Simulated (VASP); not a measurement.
A run of VASP 6.6.1 is set up as follows.

INCAR

```
SYSTEM = Zn
ALGO = Normal
DIPOL = 0.5 0.5 0.500
EDIFF = 1E-7
ENCUT = 520
GGA = PE
IDIPOL = 3
ISIF = 2
ISMEAR = -1
LASPH = .True.
LCHARG = .False.
LDIPOL = .True.
LREAL = .False.
LWAVE = .False.
NBANDS = 51
NELM = 100
PREC = Accurate
SIGMA = 0.05
```

File KPOINTS:

```
k-points
0
Gamma
  11 11 1
  0 0 0
```

Contents of POSCAR:

```
Zn
1.0
    2.6647980532      0.0000000000      0.0000000000
   -1.3323990266      2.3077828100      0.0000000000
    0.0000000000      0.0000000000     29.8401000000
Zn
7
Direct
    0.6666666667      0.3333333334      0.2513396403
    0.3333333333      0.6666666666      0.3342264269
    0.6666666667      0.3333333334      0.4171132134
    0.3333333333      0.6666666666      0.5000000000
    0.6666666667      0.3333333334      0.5828867866
    0.3333333333      0.6666666666      0.6657735731
    0.6666666667      0.3333333334      0.7486603597
```

Potentials or basis: VASP PAW PBE potentials, release 64 (Zn).

Run with:

```sh
$ cat potpaw_PBE.64/Zn/POTCAR > POTCAR
$ mpirun -np 1 vasp_std > vasp.out
```

**Question.** Estimate the band gap on the k mesh.

**Answer.** None (metal or under the smearing width).

**Question.** Estimate the largest force.

**Answer.** 0.153 eV/Å.

Forces on the atoms (eV/Å):
```
Zn   0.000  0.000 -0.049
Zn   0.000  0.000  0.153
Zn   0.000  0.000 -0.093
Zn   0.000  0.000  0.000
Zn   0.000  0.000  0.093
Zn   0.000  0.000 -0.153
Zn   0.000  0.000  0.049
```
